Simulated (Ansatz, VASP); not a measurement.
# Cross-check of W between VASP and Ansatz, part 2 of 2

Aim: how closely do two programs agree when they are given the same cell, functional and k mesh? The cell is taken from a series of runs on this material, whose earlier steps may have relaxed, scaled, displaced or heated it; both programs get it as it stands.

VASP 6.6.1 and Ansatz 0.2.0.

So far. Step 4 (Differences): The forces differ by 176 meV/Å r.m.s., which is 72.9 % of the r.m.s. force of 0.241 eV/Å (both taken over all components). With vacuum in the cell, a pressure given here is an average over mostly empty space and none of the material.

**5. Further runs**

Further runs change the set-up of one program: Ansatz's method, potentials or start, or VASP's data sets, cutoff or form of LDA. The table gives that difference for each run.

```
                                                run  r.m.s. force difference (meV/Å)
                                           as above                              176
VASP with the data sets W_sv and a cutoff of 400 eV                               37
```

**6. Ansatz: single point, PBEsol, pair 2**

A single point gives forces, pressure and levels at one fixed geometry, so differences don't come from the geometry; what else differs is listed under the comparison.

The cell is taken from a series of runs on this material, whose earlier steps may have relaxed, scaled, displaced or heated it; both programs get it as it stands.

The input, input.yaml:

```yaml
crystal:
  lattice:
    - [-3.0799851754, -3.0799851754, 0.0]
    - [-3.0799851754, 3.0799851754, 0.0]
    - [0.0, 0.0, -36.4599902]
  atoms:
    - { symbol: W, position: [0.9958051263, -0.0733461328, 0.8200805945] }
    - { symbol: W, position: [0.5041948737, 0.5733461328, 0.8200805945] }
    - { symbol: W, position: [0.0003733569, 0.4934719641, 0.7793861571] }
    - { symbol: W, position: [0.4996266431, 0.0065280359, 0.7793861571] }
    - { symbol: W, position: [0.5, 0.5, 0.7349149041] }
    - { symbol: W, position: [0.0, 0.0, 0.7349149041] }
    - { symbol: W, position: [-0.0003733569, 0.5065280359, 0.6904436511] }
    - { symbol: W, position: [0.5003733569, -0.0065280359, 0.6904436511] }
    - { symbol: W, position: [1.0041948737, 0.0733461328, 0.6497492137] }
    - { symbol: W, position: [0.4958051263, 0.4266538672, 0.6497492137] }
  periodic: [true, true, false]
kpoints:
  mp_grid: { grid: [8, 8, 1] }
hamiltonian:
  xc: pbesol
  pseudopotentials: { kind: paw, azcp: { folder: soft_1 }, xc_functional: pbe }
scf:
  occupations: { method: methfessel_paxton, width: 0.2 }
output:
  forces: true
  stress: true
  eigenvalues: true
  write_density: true
  write_potential: true
  elf: true
  volumetric_format: npy
```

Launch:

```bash
$ ansatz run input.yaml --threads 8 --pin off --max-ram 16384MiB --backend cpu --events-out ev --progress --plain --runs-dir out
```

Numbers of over 12 decimals in the logs are rounded to 6 here.

Output:

```text
[...]
Crystal: 10 atoms, lattice volume = 691.741 Å³
Basis set: ecut = 420 eV, 13513 PW (Γ), exchange–correlation on 60×60×500 points (8 copies of the dense FFT grid, shifted against one another)
Bands: 84, of which v1, the nominal top of the filled ones, is band 70 counted from 1 (69 counted from 0)
Symmetry: 4 space group operations
[...]
k-points: 34 of 64
[...]
k-point 1: bands = [... 66 lower, -5.3363, -4.9039, -4.7847, -4.7179, -4.1555, -3.9367, -3.6733, -3.5004, ... 10 higher]
  k-point 2: bands = [... 66 lower, -5.4233, -5.1740, -4.9620, -4.4791, -4.2292, -4.0178, -3.4730, -3.4286, ... 10 higher]
  k-point 33: bands = [... 66 lower, -5.1929, -5.1319, -4.5312, -4.4966, -4.4688, -4.4591, -3.8198, -3.7218, ... 10 higher]
  ° read free of the cell's end (the report's vacuum.weakly_bound_levels)
[key lines of the parts left out:]
SCF converged after 11 iterations
Free energy (F): -102564.982227 eV
Fermi energy:    -4.612539 eV
P = ½ c Tr σ = 8.0058 N/m
```

**7. VASP: single point, PBEsol, pair 2**

The same cell, functional, mesh and smearing now go to VASP, with its own data sets.

The input, INCAR:

```
SYSTEM = W
PREC = Accurate
ENCUT = 520
EDIFF = 1E-06
NELM = 120
ISMEAR = 1
SIGMA = 0.2
LREAL = .FALSE.
ALGO = Normal
GGA = PS
NBANDS = 40
LASPH = .TRUE.
LORBIT = 11
LWAVE = .FALSE.
LCHARG = .FALSE.
ISIF = 2
LDIPOL = .TRUE.
IDIPOL = 3
DIPOL = 0.5 0.5 0.735
LVHAR = .TRUE.
GGA_COMPAT = .FALSE.
NELMDL = -8
KPAR = 2
```

The input, POSCAR:

```
W
1.0
   -3.0799851754     -3.0799851754      0.0000000000
   -3.0799851754      3.0799851754      0.0000000000
    0.0000000000      0.0000000000    -36.4599902000
W
10
Direct
    0.9958051263      0.9266538672      0.8200805945
    0.5041948737      0.5733461328      0.8200805945
    0.0003733569      0.4934719641      0.7793861571
    0.4996266431      0.0065280359      0.7793861571
    0.5000000000      0.5000000000      0.7349149041
    0.0000000000      0.0000000000      0.7349149041
    0.9996266431      0.5065280359      0.6904436511
    0.5003733569      0.9934719641      0.6904436511
    0.0041948737      0.0733461328      0.6497492137
    0.4958051263      0.4266538672      0.6497492137
```

The input, KPOINTS:

```
Automatic mesh
0
Gamma
8 8 1
0 0 0
```

PAW data sets: W (PBE family, release 64).

Launch:

```bash
$ mpirun -np 2 vasp_std
```

Output:

```text
[banner, memory and clock lines left out]
running    2 mpi-ranks, on    1 nodes
[...]
[... a notice as in an earlier step ...]

 LDA part: xc-table for (Slater+PW92), standard interpolation
 POSCAR, INCAR and KPOINTS ok, starting setup
[...]
entering main loop
       N       E                     dE             d eps       ncg     rms          rms(c)
DAV:   1     0.372738262817E+03    0.37274E+03   -0.19815E+04  2720   0.111E+03
DAV:   2    -0.745547647550E+02   -0.44729E+03   -0.42278E+03  4144   0.222E+02
DAV:   3    -0.134155186830E+03   -0.59600E+02   -0.57771E+02  3232   0.878E+01
DAV:   4    -0.137665689448E+03   -0.35105E+01   -0.34387E+01  4168   0.207E+01
[...]
DAV:  28    -0.128202691284E+03   -0.33523E-05   -0.19662E-07  2168   0.189E-03    0.166E-03
DAV:  29    -0.128202696066E+03   -0.47824E-05   -0.18070E-07  2216   0.145E-03    0.156E-03
DAV:  30    -0.128202697006E+03   -0.93962E-06   -0.55719E-08  2152   0.824E-04
   1 F= -.12820270E+03 E0= -.12820537E+03  d E =0.801571E-02
```

OUTCAR, selected parts (step 7):

```text
  Total        6.2178968      5.3020522      2.8928753     -1.7050437      0.0000000      0.0000000
  in kB       14.4015852     12.2803511      6.7003348     -3.9491378      0.0000000      0.0000000
  external PRESSURE =      11.1274237 kB  Pullay stress =       0.0000000 kB

 POSITION                                       TOTAL-FORCE (eV/Angst)
 -----------------------------------------------------------------------------------
     -5.92115     -0.21298    -29.90013        -1.236295      0.960695     -0.739828
     -3.31881      0.21298    -29.90013         1.236295     -0.960695     -0.739828
     -1.52104      1.51874    -28.41641         0.444082     -0.509079      0.961086
     -1.55895     -1.51874    -28.41641        -0.444082      0.509079      0.961086
     -3.07999      0.00000    -26.79499         0.000000      0.000000     -0.000000
      0.00000      0.00000    -26.79499         0.000000      0.000000     -0.000000
     -4.63893     -1.51874    -25.17357        -0.444082      0.509079     -0.961086
     -4.60102      1.51874    -25.17357         0.444082     -0.509079     -0.961086
     -0.23883      0.21298    -23.68985         1.236295     -0.960695      0.739828
     -2.84116     -0.21298    -23.68985        -1.236295      0.960695      0.739828
 -----------------------------------------------------------------------------------
    total drift:                               -0.000000      0.000000      0.000132

  FREE ENERGIE OF THE ION-ELECTRON SYSTEM (eV)
  ---------------------------------------------------
  free  energy   TOTEN  =      -128.2026970061 eV

  energy  without entropy=     -128.2107127153  energy(sigma->0) =     -128.20536891

[... 2 parts as in an earlier step ...]

[... 1 further part left out ...]
[key lines of the parts left out:]
E-fermi :  -1.7801
```

The run ends at a pressure of 1.11 GPa, with forces up to 1.7 eV/Å.

**8. Comparison**

What differs besides the data sets and the points named for the pairs above, as far as they apply: the data sets hold 140 valence electrons in Ansatz (on its PAW soft_1 files) and 60 in VASP. Total energies have different zeros and are not compared.

Forces (eV/Å; atoms numbered as in POSCAR):

```
atom         Ansatz x, y, z           VASP x, y, z
  W1  -1.531, 1.210, -1.127  -1.236, 0.961, -0.740
  W2  1.531, -1.210, -1.127  1.236, -0.961, -0.740
  W3   0.673, -0.760, 1.176   0.444, -0.509, 0.961
  W4   -0.673, 0.760, 1.176   -0.444, 0.509, 0.961
  W5    0.000, 0.000, 0.000    0.000, 0.000, 0.000
  W6    0.000, 0.000, 0.000    0.000, 0.000, 0.000
  W7  -0.673, 0.760, -1.176  -0.444, 0.509, -0.961
  W8  0.673, -0.760, -1.176  0.444, -0.509, -0.961
  W9   1.531, -1.210, 1.127   1.236, -0.961, 0.740
 W10   -1.531, 1.210, 1.127   -1.236, 0.961, 0.740
```

The forces differ by 248 meV/Å r.m.s., which is 32.4 % of the r.m.s. force of 0.764 eV/Å (both taken over all components). With vacuum in the cell, a pressure given here is an average over mostly empty space and none of the material.

**9. Outcome**

```json
{"r.m.s. force difference (single point, PBEsol, pair 1)": "73 % of the r.m.s. force", "r.m.s. force difference (single point, PBEsol, pair 2)": "32 % of the r.m.s. force"}
```

In words: The r.m.s. force difference is 73 % of the r.m.s. force (single point, PBEsol, pair 1), beyond the 3 % picked in this series as the mark of a large difference. The data sets hold unlike numbers of valence electrons (140 in Ansatz and 60 in VASP), so part of the differences comes from the potentials. Single point, PBEsol, pair 1, VASP with the data sets W_sv and a cutoff of 400 eV: r.m.s. force difference goes from 176 to 37 meV/Å. What causes the difference of the single point, PBEsol, pair 2 pair stays open here. Such differences can come from data sets, numerical settings and the points named under the comparisons, not from the functional's error against experiment.

[Lines on the potential files, build, host, timing and source positions are cut from VASP's logs without a mark.]

[Logs are printed without paths, hosts, clocks, repeated set-up lines and the standing remarks that a program may print on its own settings, such as how far it seeks lower states.]

[Hosts, paths, dates, database ids (printed as entryN), source tags and the programs' standing remarks are cut or masked in the printed files.]
